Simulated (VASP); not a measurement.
# Shielding tensors and field gradients of BaTiO3, part 4 of 5

Wanted: the shieldings and field gradients at the nuclei of BaTiO3. The cell has space group P4mm. The start is a cell from a database of measured crystal structures.

VASP 6.6.1, plane waves and PAW; the level of theory is named at each step.

So far. Step 2 (Ground state): The cell has a gap of 1.93 eV on this mesh and a pressure of +4.2 GPa, which holds the misfit of the given cell and coordinates with this functional, and any error of cutoff, mesh and data sets. Spin-orbit coupling is left out, which can shift or reorder these edges. Forces of up to 0.28 eV/Å remain in these settings.

The database entry behind the starting cell differs from later determinations by our own check (c/a about 0.6 % short), so it need not match the best structure at ambient conditions.

## Step 4: Another functional, PAW release LDA 64

This step: chemical shifts by linear response (GIPAW), LDA, no spin polarisation; plane waves and PAW (Ba_sv, Ti_sv, O) (VASP 6.6.1).

The functional is changed, to see how much the shieldings depend on it.

INCAR reads:

```
SYSTEM = BaTiO3
PREC = Accurate
ENCUT = 560
EDIFF = 1E-09
NELM = 100
ISMEAR = 0
SIGMA = 0.01
LREAL = .FALSE.
ALGO = Normal
GGA = CA
NBANDS = 26
LWAVE = .FALSE.
LCHARG = .FALSE.
KPAR = 2
LCHIMAG = .TRUE.
LEFG = .TRUE.
DQ = 0.001
ICHIBARE = 1
LNMR_SYM_RED = .TRUE.
```

POSCAR reads:

```
BaTiO3
1.0
    3.9998000000      0.0000000000      0.0000000000
    0.0000000000      3.9998000000      0.0000000000
    0.0000000000      0.0000000000      4.0180000000
Ba Ti O
1 1 3
Direct
    0.0000000000      0.0000000000      0.0000000000
    0.5000000000      0.5000000000      0.4900000000
    0.0000000000      0.5000000000      0.5170000000
    0.5000000000      0.0000000000      0.5170000000
    0.5000000000      0.5000000000      0.0190000000
```

KPOINTS reads:

```
Automatic mesh
0
Gamma
10 10 10
0 0 0
```

Potentials, in the order of the species: Ba_sv, Ti_sv and O (LDA family, release 64).

Command:

```console
> mpirun -np 2 vasp_std
```

Output:

```text
[banner, memory and clock lines left out]
running    2 mpi-ranks, on    1 nodes
 distrk:  each k-point on    1 cores,    2 groups
 distr:  one band on    1 cores,    1 groups

 POSCAR found type information on POSCAR BaTiO
 POSCAR found :  3 types and       5 ions
 LDA part: xc-table for (Slater(with rela. corr.)+CA(PZ))
 , standard interpolation
 POSCAR, INCAR and KPOINTS ok, starting setup
 FFT: planning ... GRIDC
 FFT: planning ... GRID_SOFT
 FFT: planning ... GRID
 WAVECAR not read
 entering main loop
       N       E                     dE             d eps       ncg     rms          rms(c)
DAV:   1     0.454799323076E+03    0.45480E+03   -0.22190E+04  6552   0.176E+03
DAV:   2    -0.604547514254E+01   -0.46084E+03   -0.44603E+03  7798   0.467E+02
DAV:   3    -0.526438226927E+02   -0.46598E+02   -0.46178E+02  9348   0.142E+02
DAV:   4    -0.546701925977E+02   -0.20264E+01   -0.20233E+01  9612   0.267E+01
DAV:   5    -0.547363909870E+02   -0.66198E-01   -0.66185E-01  9162   0.360E+00    0.226E+01
DAV:   6    -0.445122584970E+02    0.10224E+02   -0.65794E+01  9630   0.711E+01    0.103E+01
DAV:   7    -0.443453753206E+02    0.16688E+00   -0.11884E+01  8734   0.252E+01    0.660E+00
DAV:   8    -0.441231555984E+02    0.22222E+00   -0.95735E-01  8408   0.888E+00    0.293E+00
DAV:   9    -0.441354437521E+02   -0.12288E-01   -0.27164E-01  9150   0.376E+00    0.127E+00
DAV:  10    -0.441169858300E+02    0.18458E-01   -0.99022E-02  8236   0.345E+00    0.362E-01
DAV:  11    -0.441162005363E+02    0.78529E-03   -0.59556E-03  8684   0.544E-01    0.655E-02
DAV:  12    -0.441161336681E+02    0.66868E-04   -0.32321E-04  7846   0.137E-01    0.444E-02
DAV:  13    -0.441160920865E+02    0.41582E-04   -0.18418E-04  8264   0.136E-01    0.152E-02
DAV:  14    -0.441160888540E+02    0.32326E-05   -0.37112E-05  9390   0.426E-02    0.704E-03
DAV:  15    -0.441160885699E+02    0.28410E-06   -0.88238E-06  9438   0.249E-02    0.705E-03
DAV:  16    -0.441160883275E+02    0.24236E-06   -0.34009E-06  9934   0.162E-02    0.355E-03
DAV:  17    -0.441160881525E+02    0.17497E-06   -0.94412E-07  8852   0.981E-03    0.843E-04
DAV:  18    -0.441160881447E+02    0.78226E-08   -0.34143E-08  7706   0.177E-03    0.418E-04
DAV:  19    -0.441160881421E+02    0.25816E-08   -0.72139E-09  8602   0.698E-04    0.716E-05
DAV:  20    -0.441160881421E+02    0.12733E-10   -0.66293E-10  4200   0.197E-04
ion   1
     0.0000000     0.0000000    -0.0000000     0.0004318     0.0000000     0.0000000
     0.0000600     0.0000000    -0.0000000     0.0004318     0.0000000     0.0000000
     0.0000826     0.0000000    -0.0000000     0.0004318     0.0000000     0.0000000
     0.0001137     0.0000000    -0.0000000     0.0004318     0.0000000     0.0000000
     0.0001566     0.0000000    -0.0000000     0.0004318     0.0000000     0.0000000

     0.0000000     0.0000000    -0.0000000     1.9626335     0.0000000     0.0000000
     0.0000600     0.0000000    -0.0000000     1.9621401     0.0000000     0.0000000
     0.0000826     0.0000000    -0.0000000     1.9618905     0.0000000     0.0000000
     0.0001137     0.0000000    -0.0000000     1.9615010     0.0000000     0.0000000
     0.0001566     0.0000000    -0.0000000     1.9608962     0.0000000     0.0000000

ion   2
     0.0000000     0.0000000    -0.0000000     0.7470433    -0.0000000     0.0000000
     0.0000422     0.0000000    -0.0000000     0.7470433    -0.0000000     0.0000000
     0.0000581     0.0000000    -0.0000000     0.7470433    -0.0000000     0.0000000
     0.0000800     0.0000000    -0.0000000     0.7470433    -0.0000000     0.0000000
     0.0001102     0.0000000    -0.0000000     0.7470433    -0.0000000     0.0000000

     0.0000000     0.0000000    -0.0000000     0.9345664    -0.0000000     0.0000000
     0.0000422     0.0000000    -0.0000000     0.9345830    -0.0000000     0.0000000
     0.0000581     0.0000000    -0.0000000     0.9345935    -0.0000000     0.0000000
     0.0000800     0.0000000    -0.0000000     0.9346112    -0.0000000     0.0000000
     0.0001102     0.0000000    -0.0000000     0.9346408    -0.0000000     0.0000000

ion   3
     0.0000000    -0.0000000     0.0000000     2.0190169    -0.0000000    -3.2400878
     0.0000293    -0.0000000     0.0000000     2.0190168    -0.0000000    -3.2400878
     0.0000403    -0.0000000     0.0000000     2.0190168    -0.0000000    -3.2400877
     0.0000555    -0.0000000     0.0000000     2.0190168    -0.0000000    -3.2400877
     0.0000765    -0.0000000     0.0000000     2.0190167    -0.0000000    -3.2400876

     0.0000000    -0.0000000     0.0000000     8.1816249    -0.0000000   -13.5735518
     0.0000293    -0.0000000     0.0000000     8.1816226    -0.0000000   -13.5735479
     0.0000403    -0.0000000     0.0000000     8.1816210    -0.0000000   -13.5735453
     0.0000555    -0.0000000     0.0000000     8.1816184    -0.0000000   -13.5735409
     0.0000765    -0.0000000     0.0000000     8.1816140    -0.0000000   -13.5735335

ion   4
     0.0000000     0.0000000    -0.0000000     2.0190169    -0.0000000     3.2400878
     0.0000293     0.0000000    -0.0000000     2.0190168    -0.0000000     3.2400878
     0.0000403     0.0000000    -0.0000000     2.0190168    -0.0000000     3.2400877
     0.0000555     0.0000000    -0.0000000     2.0190168    -0.0000000     3.2400877
     0.0000765     0.0000000    -0.0000000     2.0190167    -0.0000000     3.2400876

     0.0000000     0.0000000    -0.0000000     8.1816249    -0.0000000    13.5735518
     0.0000293     0.0000000    -0.0000000     8.1816226    -0.0000000    13.5735479
     0.0000403     0.0000000    -0.0000000     8.1816210    -0.0000000    13.5735453
     0.0000555     0.0000000    -0.0000000     8.1816184    -0.0000000    13.5735409
     0.0000765     0.0000000    -0.0000000     8.1816140    -0.0000000    13.5735335

ion   5
     0.0000000     0.0000000     0.0000000    -1.6526683    -0.0000000    -0.0000000
     0.0000293     0.0000000     0.0000000    -1.6526683    -0.0000000    -0.0000000
     0.0000403     0.0000000     0.0000000    -1.6526682    -0.0000000    -0.0000000
     0.0000555     0.0000000     0.0000000    -1.6526682    -0.0000000    -0.0000000
     0.0000765     0.0000000     0.0000000    -1.6526681    -0.0000000    -0.0000000

     0.0000000     0.0000000     0.0000000    -9.4687067    -0.0000000    -0.0000000
     0.0000293     0.0000000     0.0000000    -9.4687037    -0.0000000    -0.0000000
     0.0000403     0.0000000     0.0000000    -9.4687018    -0.0000000    -0.0000000
     0.0000555     0.0000000     0.0000000    -9.4686984    -0.0000000    -0.0000000
     0.0000765     0.0000000     0.0000000    -9.4686928    -0.0000000    -0.0000000

[...]
RMM:  10    -0.148993755825E+03   -0.35355E-07   -0.10644E-07  8837   0.656E-04
RMM:  11    -0.148993755829E+03   -0.45845E-08   -0.15212E-08  6921   0.221E-04
RMM:  12    -0.148993755830E+03   -0.57517E-09   -0.16556E-09  5755   0.101E-04
BDIR= 3  IDIR= 1  IQ=  0
DAV:   1    -0.817698313829E+03   -0.81770E+03   -0.14218E-10  4018   0.878E-05
DAV:   2    -0.817698313829E+03    0.18417E-10   -0.41015E-11  3934   0.414E-05
       N       E                     dE             d eps       ncg     rms
RMM:   1    -0.137935124749E+03   -0.13794E+03   -0.65448E+02  9039   0.203E+02
RMM:   2    -0.148058463068E+03   -0.10123E+02   -0.32936E+01 11932   0.206E+01
RMM:   3    -0.148842825230E+03   -0.78436E+00   -0.14538E+00 12223   0.491E+00
RMM:   4    -0.148892305490E+03   -0.49480E-01   -0.13266E-01 12553   0.116E+00
RMM:   5    -0.148896079058E+03   -0.37736E-02   -0.86823E-03 12319   0.288E-01
RMM:   6    -0.148896407950E+03   -0.32889E-03   -0.93158E-04 12740   0.843E-02
RMM:   7    -0.148896440180E+03   -0.32230E-04   -0.81199E-05 12085   0.230E-02
RMM:   8    -0.148896443144E+03   -0.29643E-05   -0.86516E-06 11568   0.697E-03
RMM:   9    -0.148896443469E+03   -0.32458E-06   -0.91827E-07 10540   0.200E-03
RMM:  10    -0.148896443503E+03   -0.34759E-07   -0.10474E-07  8760   0.653E-04
RMM:  11    -0.148896443508E+03   -0.44969E-08   -0.14861E-08  6828   0.220E-04
RMM:  12    -0.148896443508E+03   -0.57142E-09   -0.16397E-09  5693   0.101E-04
BDIR= 3  IDIR= 1  IQ=  1
DAV:   1    -0.817752377055E+03   -0.81775E+03   -0.36900E-02  8218   0.185E+00
DAV:   2    -0.817752691857E+03   -0.31480E-03   -0.31480E-03  7882   0.281E-01
DAV:   3    -0.817752698883E+03   -0.70263E-05   -0.70263E-05  8820   0.401E-02
DAV:   4    -0.817752699033E+03   -0.14954E-06   -0.14955E-06  8300   0.575E-03
DAV:   5    -0.817752699037E+03   -0.43691E-08   -0.43632E-08  9208   0.832E-04
DAV:   6    -0.817752699037E+03   -0.30582E-10   -0.41937E-10  4896   0.937E-05
       N       E                     dE             d eps       ncg     rms
RMM:   1    -0.137869219038E+03   -0.13787E+03   -0.65406E+02  9040   0.203E+02
RMM:   2    -0.147964205204E+03   -0.10095E+02   -0.32808E+01 11925   0.206E+01
RMM:   3    -0.148745980225E+03   -0.78178E+00   -0.14479E+00 12225   0.490E+00
RMM:   4    -0.148795226127E+03   -0.49246E-01   -0.13167E-01 12559   0.116E+00
RMM:   5    -0.148798992025E+03   -0.37659E-02   -0.87040E-03 12371   0.289E-01
RMM:   6    -0.148799325107E+03   -0.33308E-03   -0.93867E-04 12768   0.847E-02
RMM:   7    -0.148799358237E+03   -0.33130E-04   -0.84074E-05 12174   0.232E-02
RMM:   8    -0.148799361358E+03   -0.31216E-05   -0.90321E-06 11620   0.702E-03
RMM:   9    -0.148799361695E+03   -0.33658E-06   -0.95104E-07 10613   0.202E-03
RMM:  10    -0.148799361730E+03   -0.34895E-07   -0.10232E-07  8825   0.653E-04
RMM:  11    -0.148799361734E+03   -0.45038E-08   -0.15148E-08  6906   0.221E-04
RMM:  12    -0.148799361735E+03   -0.56014E-09   -0.15964E-09  5751   0.101E-04
BDIR= 3  IDIR= 2  IQ= -1
DAV:   1    -0.817667554628E+03   -0.81767E+03   -0.41438E-02  8408   0.180E+00
DAV:   2    -0.817667859972E+03   -0.30534E-03   -0.30534E-03  8044   0.281E-01
DAV:   3    -0.817667867687E+03   -0.77146E-05   -0.77146E-05  8938   0.390E-02
DAV:   4    -0.817667867945E+03   -0.25815E-06   -0.25814E-06  8576   0.621E-03
DAV:   5    -0.817667867949E+03   -0.45469E-08   -0.45457E-08  8630   0.856E-04
DAV:   6    -0.817667867950E+03   -0.10664E-09   -0.93350E-10  5646   0.106E-04
       N       E                     dE             d eps       ncg     rms
RMM:   1    -0.121895899980E+03   -0.12190E+03   -0.59182E+02  9144   0.198E+02
RMM:   2    -0.129433330164E+03   -0.75374E+01   -0.28032E+01 11892   0.185E+01
RMM:   3    -0.130027271326E+03   -0.59394E+00   -0.11678E+00 12297   0.438E+00
RMM:   4    -0.130063974544E+03   -0.36703E-01   -0.10160E-01 12571   0.104E+00
RMM:   5    -0.130066822788E+03   -0.28482E-02   -0.67241E-03 12577   0.272E-01
RMM:   6    -0.130067079572E+03   -0.25678E-03   -0.80659E-04 12776   0.789E-02
RMM:   7    -0.130067102736E+03   -0.23164E-04   -0.57232E-05 12547   0.209E-02
RMM:   8    -0.130067104810E+03   -0.20736E-05   -0.69212E-06 12219   0.644E-03
RMM:   9    -0.130067105064E+03   -0.25468E-06   -0.77301E-07 11253   0.188E-03
RMM:  10    -0.130067105095E+03   -0.30339E-07   -0.10369E-07  9247   0.638E-04
RMM:  11    -0.130067105099E+03   -0.44413E-08   -0.15802E-08  6903   0.221E-04
RMM:  12    -0.130067105100E+03   -0.59782E-09   -0.18805E-09  5754   0.103E-04
BDIR= 3  IDIR= 2  IQ=  0
DAV:   1    -0.817698313829E+03   -0.81770E+03   -0.14230E-10  4018   0.878E-05
DAV:   2    -0.817698313829E+03    0.18531E-10   -0.40992E-11  3934   0.414E-05
       N       E                     dE             d eps       ncg     rms
RMM:   1    -0.121905022313E+03   -0.12191E+03   -0.59176E+02  9143   0.198E+02
RMM:   2    -0.129459723784E+03   -0.75547E+01   -0.28072E+01 11888   0.185E+01
RMM:   3    -0.130056473985E+03   -0.59675E+00   -0.11705E+00 12289   0.439E+00
RMM:   4    -0.130093173954E+03   -0.36700E-01   -0.10157E-01 12547   0.104E+00
RMM:   5    -0.130096001899E+03   -0.28279E-02   -0.66536E-03 12539   0.272E-01
RMM:   6    -0.130096256101E+03   -0.25420E-03   -0.80205E-04 12734   0.786E-02
RMM:   7    -0.130096279003E+03   -0.22902E-04   -0.56070E-05 12463   0.208E-02
RMM:   8    -0.130096281056E+03   -0.20528E-05   -0.68672E-06 12107   0.641E-03
RMM:   9    -0.130096281308E+03   -0.25222E-06   -0.76308E-07 11144   0.187E-03
RMM:  10    -0.130096281338E+03   -0.29952E-07   -0.10223E-07  9133   0.632E-04
RMM:  11    -0.130096281342E+03   -0.43797E-08   -0.15561E-08  6836   0.219E-04
RMM:  12    -0.130096281343E+03   -0.59157E-09   -0.18600E-09  5703   0.103E-04
BDIR= 3  IDIR= 2  IQ=  1
DAV:   1    -0.817729156204E+03   -0.81773E+03   -0.41410E-02  8406   0.180E+00
DAV:   2    -0.817729462498E+03   -0.30629E-03   -0.30629E-03  8074   0.281E-01
DAV:   3    -0.817729469891E+03   -0.73927E-05   -0.73927E-05  8940   0.384E-02
DAV:   4    -0.817729470135E+03   -0.24364E-06   -0.24367E-06  8596   0.603E-03
DAV:   5    -0.817729470139E+03   -0.41565E-08   -0.41210E-08  8574   0.823E-04
DAV:   6    -0.817729470139E+03   -0.86061E-10   -0.85401E-10  5612   0.104E-04
       N       E                     dE             d eps       ncg     rms
RMM:   1    -0.121927335653E+03   -0.12193E+03   -0.59183E+02  9142   0.198E+02
RMM:   2    -0.129487819323E+03   -0.75605E+01   -0.28091E+01 11889   0.185E+01
RMM:   3    -0.130084451863E+03   -0.59663E+00   -0.11690E+00 12293   0.439E+00
RMM:   4    -0.130121213107E+03   -0.36761E-01   -0.10182E-01 12566   0.104E+00
RMM:   5    -0.130124024379E+03   -0.28113E-02   -0.65927E-03 12577   0.271E-01
RMM:   6    -0.130124276832E+03   -0.25245E-03   -0.80008E-04 12779   0.785E-02
RMM:   7    -0.130124299550E+03   -0.22719E-04   -0.55242E-05 12545   0.207E-02
RMM:   8    -0.130124301586E+03   -0.20359E-05   -0.68361E-06 12226   0.639E-03
RMM:   9    -0.130124301833E+03   -0.24705E-06   -0.74504E-07 11244   0.186E-03
RMM:  10    -0.130124301862E+03   -0.29245E-07   -0.99464E-08  9242   0.631E-04
RMM:  11    -0.130124301867E+03   -0.43262E-08   -0.15456E-08  6896   0.220E-04
RMM:  12    -0.130124301867E+03   -0.58230E-09   -0.18330E-09  5747   0.103E-04
       N       E                     dE             d eps       ncg     rms
RLQ:   1    -0.796108454227E+01   -0.79611E+01   -0.65489E+01  9770   0.471E+01
RLQ:   2    -0.867344832810E+01   -0.71236E+00   -0.17120E+00 11339   0.384E+00
RLQ:   3    -0.872094973383E+01   -0.47501E-01   -0.74598E-02 11337   0.699E-01
RLQ:   4    -0.872289465358E+01   -0.19449E-02   -0.41881E-03 11910   0.178E-01
RLQ:   5    -0.872306550162E+01   -0.17085E-03   -0.41302E-04 11547   0.456E-02
RLQ:   6    -0.872307887346E+01   -0.13372E-04   -0.31542E-05 10956   0.123E-02
RLQ:   7    -0.872308002794E+01   -0.11545E-05   -0.30822E-06  9895   0.327E-03
RLQ:   8    -0.872308013024E+01   -0.10229E-06   -0.23106E-07  8958   0.917E-04
RLQ:   9    -0.872308013813E+01   -0.78946E-08   -0.22323E-08  7314   0.256E-04
RLQ:  10    -0.872308013875E+01   -0.61710E-09   -0.12633E-09  5321   0.955E-05
```

It took 23 min on 2 MPI ranks of Intel Xeon Platinum 8488C (Sapphire Rapids), shared host; peak memory 2.5 GiB.

(Continued in part 5 of 5.)

[Lines on the potential files, build, host, timing and source positions are cut from VASP's logs without a mark.]

[Logs are printed without paths, hosts, clocks, repeated set-up lines and the standing remarks that a program may print on its own settings, such as how far it seeks lower states.]

[Hosts, paths, dates, database ids (printed as entryN), source tags and the programs' standing remarks are cut or masked in the printed files.]
